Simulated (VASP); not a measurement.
# ScFe: structure and properties in VASP

What structure does ScFe take at this level, and what are its properties? The steps: full relaxation (vdW-DF), second relaxation, density, ELF and potential (vdW-DF), band structure (vdW-DF), total and projected DOS (vdW-DF), core levels (vdW-DF) and elastic constants (vdW-DF). The cell is invented: it takes the structure of a Materials Project entry for GaFe (space group 187 there), with some of its atoms replaced by other elements, volume scaled by an estimate. It may not be a known or stable phase.

Calculated with VASP 6.6.1; vdW-DF, spin-polarised from a ferromagnetic start (one magnetic atom a cell); plane waves and PAW (Fe, Sc_sv), in the first sound run; inputs show where later runs differ.

**1. Starting point**

Before any relaxation, the start is as follows. The structure is hexagonal, space group P-6m2 (No. 187). The conventional cell has a = 2.979 Å, b = 2.979 Å, c = 4.369 Å, α = 90.00°, β = 90.00°, γ = 120.00°. Fe has 6 Sc at 2.78 Å and 6 Fe at 2.98 Å nearest. Nearest to Sc lie 6 Fe at 2.78 Å and 6 Sc at 2.98 Å. It derives from GaFe. it takes the structure of a Materials Project entry for GaFe (space group 187 there), with some of its atoms replaced by other elements, volume scaled by an estimate. Farther neighbours are not listed.

Coordinates:

```cif
data_structure
_symmetry_space_group_name_H-M 'P 1'
_symmetry_Int_Tables_number 1
_cell_length_a 2.9786
_cell_length_b 2.9786
_cell_length_c 4.3689
_cell_angle_alpha 90.000
_cell_angle_beta 90.000
_cell_angle_gamma 120.000
_cell_volume 33.57
loop_
_atom_site_label
_atom_site_type_symbol
_atom_site_fract_x
_atom_site_fract_y
_atom_site_fract_z
_atom_site_occupancy
Fe1 Fe 0.66667 0.33333 0.00000 1
Sc2 Sc 0.00000 0.00000 0.50000 1
```

**2. Full relaxation (vdW-DF)**

The start need not lie at this functional's minimum. ISIF = 3 frees volume, shape and positions, and EDIFFG sets the threshold on forces and stress at which the search stops. The first vdW-DF uses revPBE exchange and tends to overestimate distances. LUSE_VDW switches on a nonlocal correlation term for dispersion.

Contents of INCAR:

```
SYSTEM = ScFe
PREC = Accurate
ENCUT = 400
EDIFF = 1E-06
NELM = 100
ISMEAR = 0
SIGMA = 0.05
LREAL = .FALSE.
ALGO = Normal
GGA = RE
AGGAC = 0
LUSE_VDW = .TRUE.
LASPH = .TRUE.
ISPIN = 2
MAGMOM = 3 0
LMAXMIX = 4
LORBIT = 11
LWAVE = .FALSE.
LCHARG = .FALSE.
IBRION = 2
NSW = 60
ISIF = 3
EDIFFG = -0.01
```

Contents of POSCAR:

```
ScFe
1.0
    2.9786440000      0.0000000000      0.0000000000
   -1.4893220000      2.5795810000      0.0000000000
    0.0000000000      0.0000000000      4.3688840000
Fe Sc
1 1
Direct
    0.6666666700      0.3333333300      0.0000000000
    0.0000000000      0.0000000000      0.5000000000
```

Contents of KPOINTS:

```
Automatic mesh
0
Gamma
10 10 6
0 0 0
```

The projector-augmented-wave data sets are Fe and Sc_sv (PBE family, release 64).

Started as:

```sh
$ mpirun -np 1 vasp_std
```

What it wrote:

```text
[banner, memory and clock lines left out]
running    1 mpi-ranks, on    1 nodes
 distrk:  each k-point on    1 cores,    1 groups
 distr:  one band on    1 cores,    1 groups

 POSCAR found type information on POSCAR FeSc
 POSCAR found :  2 types and       2 ions
|                                                                             |
|               ----> ADVICE to this user running VASP <----                  |
|                                                                             |
|     You have switched on vdW-DFT.                                           |
|     This routine was written and supplied by Jiri Klimes. We recommend      |
|     that you carefully read and cite the following publications:            |
|       J. Klimes, D.R. Bowler, A. Michelides                                 |
|          J. Phys.: Cond Matt. 22 022201 (2010)                              |
|       J. Klimes, D.R. Bowler, A. Michelides                                 |
|          Phys. Rev. B. 83, 195131 (2011)                                    |
|     and references therein.                                                 |
|                                                                             |

|                                                                             |
|               ----> ADVICE to this user running VASP <----                  |
|                                                                             |
|     You enforced a specific xc type in the INCAR file but a different       |
|     [... a line on the potential file left out ...]
|     I HOPE YOU KNOW WHAT YOU ARE DOING!                                     |
|                                                                             |

 LDA part: xc-table for (Slater+PW92), standard interpolation
 POSCAR, INCAR and KPOINTS ok, starting setup
 FFT: planning ... GRIDC
 FFT: planning ... GRID_SOFT
 FFT: planning ... GRID
 WAVECAR not read
 entering main loop
       N       E                     dE             d eps       ncg     rms          rms(c)
DAV:   1     0.180034207753E+03    0.18003E+03   -0.80383E+03  3376   0.119E+03
DAV:   2    -0.220886540954E+01   -0.18224E+03   -0.17747E+03  3577   0.425E+02
DAV:   3    -0.851809026286E+01   -0.63092E+01   -0.60788E+01  4924   0.956E+01
DAV:   4    -0.864206285135E+01   -0.12397E+00   -0.12298E+00  4344   0.121E+01
DAV:   5    -0.864459641945E+01   -0.25336E-02   -0.25327E-02  4922   0.157E+00    0.126E+01
DAV:   6    -0.135859047367E+02   -0.49413E+01   -0.27207E+01  4013   0.738E+01    0.283E+01
DAV:   7    -0.744992835014E+01    0.61360E+01   -0.21238E+01  4348   0.499E+01    0.300E+00
DAV:   8    -0.750900726559E+01   -0.59079E-01   -0.84038E-01  5565   0.884E+00    0.296E+00
DAV:   9    -0.746355211199E+01    0.45455E-01   -0.15835E-01  5627   0.483E+00    0.908E-01
DAV:  10    -0.746468038966E+01   -0.11283E-02   -0.34878E-02  5351   0.203E+00    0.269E-01
DAV:  11    -0.746547398535E+01   -0.79360E-03   -0.29744E-03  4506   0.522E-01    0.124E-01
DAV:  12    -0.746546547090E+01    0.85144E-05   -0.53694E-04  5285   0.240E-01    0.384E-02
DAV:  13    -0.746548794605E+01   -0.22475E-04   -0.57178E-05  4241   0.771E-02    0.246E-02
DAV:  14    -0.746549541496E+01   -0.74689E-05   -0.11870E-05  4466   0.463E-02    0.133E-02
DAV:  15    -0.746549471450E+01    0.70046E-06   -0.33791E-06  3083   0.211E-02
   1 F= -.74654947E+01 E0= -.74635547E+01  d E =-.746549E+01  mag=     1.7123
 curvature:   0.00 expect dE= 0.000E+00 dE for cont linesearch  0.000E+00
 trial: gam= 0.00000 g(F)=  0.403E-45 g(S)=  0.657E-01 ort = 0.000E+00 (trialstep = 0.100E+01)
 search vector abs. value=  0.657E-01
 bond charge predicted
       N       E                     dE             d eps       ncg     rms          rms(c)
DAV:   1    -0.812938724333E+01   -0.66389E+00   -0.14484E+01  4189   0.682E+01    0.833E+00
DAV:   2    -0.146212546829E+02   -0.64919E+01   -0.48536E+01  5712   0.610E+01    0.326E+01
DAV:   3    -0.746390555992E+01    0.71573E+01   -0.32966E+01  6276   0.517E+01    0.283E+00
DAV:   4    -0.750509656884E+01   -0.41191E-01   -0.52662E-01  4996   0.563E+00    0.167E+00
DAV:   5    -0.750903816144E+01   -0.39416E-02   -0.28194E-02  4537   0.210E+00    0.103E+00
DAV:   6    -0.751377451509E+01   -0.47364E-02   -0.21428E-02  5194   0.176E+00    0.343E-01
DAV:   7    -0.751469069968E+01   -0.91618E-03   -0.79648E-03  4868   0.766E-01    0.255E-01
DAV:   8    -0.751431356734E+01    0.37713E-03   -0.13860E-03  5008   0.398E-01    0.142E-01
DAV:   9    -0.751440814093E+01   -0.94574E-04   -0.22417E-04  5074   0.153E-01    0.539E-02
DAV:  10    -0.751443913284E+01   -0.30992E-04   -0.10166E-04  5705   0.118E-01    0.262E-02
DAV:  11    -0.751443472629E+01    0.44066E-05   -0.15477E-05  5739   0.440E-02    0.172E-02
DAV:  12    -0.751443600981E+01   -0.12835E-05   -0.53522E-06  4012   0.299E-02    0.429E-03
DAV:  13    -0.751443660347E+01   -0.59366E-06   -0.91891E-07  1786   0.126E-02
   2 F= -.75144366E+01 E0= -.75123443E+01  d E =-.489419E-01  mag=     1.5789
[... from here on, the cycles between the ionic steps are left out ...]
   3 F= -.75426048E+01 E0= -.75401581E+01  d E =-.771101E-01  mag=     1.3984
   4 F= -.75791127E+01 E0= -.75777319E+01  d E =-.365079E-01  mag=     1.2509
   5 F= -.76292864E+01 E0= -.76285591E+01  d E =-.866816E-01  mag=     1.0809
   6 F= -.76291954E+01 E0= -.76285055E+01  d E =-.865906E-01  mag=     1.0808
   7 F= -.76366069E+01 E0= -.76359141E+01  d E =-.741152E-02  mag=     1.0738
   8 F= -.76380582E+01 E0= -.76373601E+01  d E =-.886286E-02  mag=     1.0734
   9 F= -.76380553E+01 E0= -.76373589E+01  d E =-.885990E-02  mag=     1.0733
 curvature:  -0.48 expect dE=-0.191E-04 dE for cont linesearch -0.606E-05
 ZBRENT: accuracy reached
 trial: gam=-0.03510 g(F)=  0.204E-44 g(S)=  0.396E-04 ort = 0.525E-03 (trialstep = 0.604E+00)
 search vector abs. value=  0.297E-04
 bond charge predicted
       N       E                     dE             d eps       ncg     rms          rms(c)
DAV:   1    -0.763808193916E+01   -0.26736E-04   -0.15333E-03  3647   0.682E-01    0.348E-02
DAV:   2    -0.763808373612E+01   -0.17970E-05   -0.10273E-04  5472   0.163E-01    0.461E-02
DAV:   3    -0.763807089455E+01    0.12842E-04   -0.74258E-05  5369   0.119E-01    0.235E-02
DAV:   4    -0.763806542918E+01    0.54654E-05   -0.10388E-05  5594   0.519E-02    0.668E-03
DAV:   5    -0.763806434066E+01    0.10885E-05   -0.32086E-07  1771   0.671E-03    0.169E-03
DAV:   6    -0.763806489467E+01   -0.55402E-06   -0.12058E-07  1680   0.522E-03
  10 F= -.76380649E+01 E0= -.76373652E+01  d E =-.963573E-05  mag=     1.0730
 trial-energy change:   -0.000010  1 .order   -0.000010   -0.000013   -0.000007
 step:   1.3873(harm=  1.3873)  dis= 0.00000  next Energy=    -7.638070 (dE=-0.147E-04)
 reached required accuracy - stopping structural energy minimisation
```

Elapsed: 6.2 min, on 1 MPI rank of Intel Xeon Platinum 8375C at 2.90GHz (Ice Lake), shared host; peak memory 0.29 GiB.

The logs omit lines about the potential files and the build; timing stands in the text.

OUTCAR, selected parts (step 2):

```text
ion  position               nearest neighbor table
   1  0.667  0.333  0.000-   2 2.78   2 2.78   2 2.78   2 2.78   2 2.78   2 2.78
   2  0.000  0.000  0.500-   1 2.78   1 2.78   1 2.78   1 2.78   1 2.78   1 2.78

  LATTYP: Found a hexagonal cell.
 ALAT       =     2.9786440000
 C/A-ratio  =     1.4667358704

 Subroutine GETGRP returns: Found 12 space group operations
 (whereof 12 operations were pure point group operations)

The static configuration has the point symmetry D_3h.

 Found     56 irreducible k-points:

   k-points           NKPTS =     56   k-points in BZ     NKDIM =     56   number of bands    NBANDS=     15

   dimension x,y,z NGX =    20 NGY =   20 NGZ =   28
   dimension x,y,z NGXF=    40 NGYF=   40 NGZF=   56

   ENCUT  =  400.0 eV  29.40 Ry    5.42 a.u.   4.86  4.86  7.12*2*pi/ulx,y,z

   NELECT =      19.0000    total number of electrons

 k-points in reciprocal lattice and weights: Automatic mesh
   0.00000000  0.00000000  0.00000000       0.002
   0.10000000  0.00000000  0.00000000       0.010
   0.20000000  0.00000000  0.00000000       0.010
   0.30000000  0.00000000  0.00000000       0.010
   0.40000000  0.00000000  0.00000000       0.010
   0.50000000  0.00000000  0.00000000       0.005
   0.10000000  0.10000000  0.00000000       0.010
   0.20000000  0.10000000  0.00000000       0.020
   0.30000000  0.10000000  0.00000000       0.020
[...]
0.40000000  0.20000000  0.50000000       0.010
   0.30000000  0.30000000  0.50000000       0.010

 average (electrostatic) potential at core
       1 -44.5641       2 -46.2380

 E-fermi :   4.3241

 spin component 1
 k-point     1 :       0.0000    0.0000    0.0000
  band No.  band energies     occupation
    ...
      6       1.6052      1.00000
      7       2.7478      1.00000
      8       2.7478      1.00000
      9       3.3275      1.00000
     10       3.3275      1.00000
     11       5.9762      0.00000
     12       6.5129      0.00000
     13       6.5129      0.00000
     14       8.2648      0.00000
     15       8.2648      0.00000

 k-point     2 :       0.1000    0.0000    0.0000
  band No.  band energies     occupation
    ...
      6       1.6765      1.00000
      7       2.6823      1.00000
      8       2.8134      1.00000
      9       3.2747      1.00000
     10       3.2880      1.00000
     11       5.9641      0.00000
     12       6.4722      0.00000
     13       6.6736      0.00000
     14       7.2563      0.00000
     15       8.2811      0.00000

 k-point     3 :       0.2000    0.0000    0.0000
  band No.  band energies     occupation
    ...
      6       1.8257      1.00000
      7       2.5392      1.00000
      8       2.9899      1.00000
      9       3.1155      1.00000
     10       3.1870      1.00000
     11       5.8571      0.00000
     12       6.4978      0.00000
     13       6.5000      0.00000
     14       7.1315      0.00000
     15       8.3216      0.00000

 k-point     4 :       0.3000    0.0000    0.0000
  band No.  band energies     occupation
    ...
      6       1.8802      1.00000
      7       2.4961      1.00000
      8       2.8854      1.00000
      9       3.0668      1.00000
     10       3.2194      1.00000
     11       5.6731      0.00000
     12       6.0755      0.00000
     13       6.6125      0.00000
     14       7.8062      0.00000
     15       8.3677      0.00000

 k-point     5 :       0.4000    0.0000    0.0000
  band No.  band energies     occupation
    ...
      6       1.8021      1.00000
      7       2.6813      1.00000
      8       2.7554      1.00000
      9       2.9730      1.00000
     10       3.4161      1.00000
     11       5.4074      0.00000
     12       5.8927      0.00000
     13       6.5325      0.00000
     14       8.4022      0.00000
     15       8.5144      0.00000

 k-point     6 :       0.5000    0.0000    0.0000
  band No.  band energies     occupation
    ...
      6       1.7706      1.00000
      7       2.6008      1.00000
      8       2.9377      1.00000
      9       3.1270      1.00000
     10       3.4939      1.00000
     11       5.1044      0.00000
     12       5.8461      0.00000
     13       6.3884      0.00000
     14       8.4147      0.00000
     15       8.8619      0.00000

Total vdW correction in eV:      3.4084787

  Total       -0.0038028     -0.0038028     -0.0194477      0.0000000      0.0000000      0.0000000
  in kB       -0.1747322     -0.1747322     -0.8935885      0.0000000      0.0000000      0.0000000
  external PRESSURE =      -0.4143510 kB  Pullay stress =       0.0000000 kB

  energy-cutoff  :      400.00
  volume of cell :       34.87
      direct lattice vectors                 reciprocal lattice vectors
     3.219356766  0.000000000  0.000000000     0.310621057  0.179337180 -0.000000000
    -1.609678383  2.788044281 -0.000000000     0.000000000  0.358674361 -0.000000000
    -0.000000000  0.000000000  3.884841337    -0.000000000  0.000000000  0.257410770

 POSITION                                       TOTAL-FORCE (eV/Angst)
 -----------------------------------------------------------------------------------
      1.60968      0.92935     -0.00000        -0.000000      0.000000     -0.000000
     -0.00000      0.00000      1.94242         0.000000     -0.000000      0.000000
 -----------------------------------------------------------------------------------
    total drift:                               -0.000001     -0.000002     -0.000000

  FREE ENERGIE OF THE ION-ELECTRON SYSTEM (eV)
  ---------------------------------------------------
  free  energy   TOTEN  =        -7.6380648947 eV

  energy  without entropy=       -7.6366654623  energy(sigma->0) =       -7.63736518

Total vdW correction in eV:      3.4084804

 reached required accuracy - stopping structural energy minimisation

 total charge
# of ion       s       p       d       tot
------------------------------------------
    1        0.453   0.266   6.352   7.070
    2        2.285   6.161   1.138   9.585
--------------------------------------------------
tot          2.738   6.427   7.490  16.655

 magnetization (x)
# of ion       s       p       d       tot
------------------------------------------
    1        0.001  -0.036   1.727   1.692
    2       -0.021  -0.042  -0.352  -0.416
--------------------------------------------------
tot         -0.021  -0.078   1.375   1.275

[... 6 further parts left out ...]
```

The cell holds one magnetic atom, so no antiferromagnetic order fits into it. The k-mesh is coarse for a metal. The PAW data sets were made with PBE, which is usual practice but a small mismatch for other functionals. The run keeps the 12 symmetry operations of its start, so it cannot find a distortion of lower symmetry.

Relaxation path:

```csv
step,energy less that of the first step (eV),largest force (eV/Å),pressure (GPa),volume (Å³)
1,0.0000,0.0000,2.73,33.57
2,-0.0489,0.0000,-0.70,34.96
3,-0.0771,0.0000,-3.61,36.48
4,-0.1136,0.0000,-3.48,36.39
5,-0.1638,0.0000,-2.17,36.00
6,-0.1637,0.0000,-2.30,36.02
7,-0.1711,0.0000,-1.01,35.32
8,-0.1726,0.0000,-0.03,34.85
9,-0.1726,0.0000,-0.09,34.87
10,-0.1726,0.0000,-0.04,34.87
```

```csv
"conventional cell, symmetrised",before,after,change
a (Å),2.979,3.219,+8.1 %
b (Å),2.979,3.219,+8.1 %
c (Å),4.369,3.885,-11.1 %
volume (Å³/atom),16.78,17.43,+3.9 %
```

Final coordinates:

```cif
data_structure
_symmetry_space_group_name_H-M 'P 1'
_symmetry_Int_Tables_number 1
_cell_length_a 3.2194
_cell_length_b 3.2194
_cell_length_c 3.8848
_cell_angle_alpha 90.000
_cell_angle_beta 90.000
_cell_angle_gamma 120.000
_cell_volume 34.87
loop_
_atom_site_label
_atom_site_type_symbol
_atom_site_fract_x
_atom_site_fract_y
_atom_site_fract_z
_atom_site_occupancy
Fe1 Fe 0.66667 0.33333 0.00000 1
Sc2 Sc 0.00000 0.00000 0.50000 1
```

This step gave:

| Item | Value |
| --- | --- |
| electrons | 19 |
| bands | 15 |
| irreducible k-points | 56 |
| symmetry operations | 12 |
| free energy (TOTEN) | -7.638 eV |
| energy at zero smearing | -7.637 eV |
| Fermi energy | 4.324 eV |
| pressure | -0.04144 GPa |
| moment of the cell, from the last line of the log | 1.073 μB |
| metallic | yes |
| SCF cycles over all ionic steps | 95 |

Spin moment in the PAW sphere by atom:

```csv
atom,spin moment in the PAW sphere (μB)
Fe1,1.69
Sc2,-0.42
```

It ends with forces that vanish by symmetry and a pressure of -0.04 GPa.

(Part 1 of 5 ends here.)

[Lines on the potential files, build, host, timing and source positions are cut from VASP's logs without a mark.]

[Logs are printed without paths, hosts, clocks, repeated set-up lines and the standing remarks that a program may print on its own settings, such as how far it seeks lower states.]

[Hosts, paths, dates, database ids (printed as entryN), source tags and the programs' standing remarks are cut or masked in the printed files.]

[A measured line is paired with the nearest computed mode of its activity, which favours agreement.]
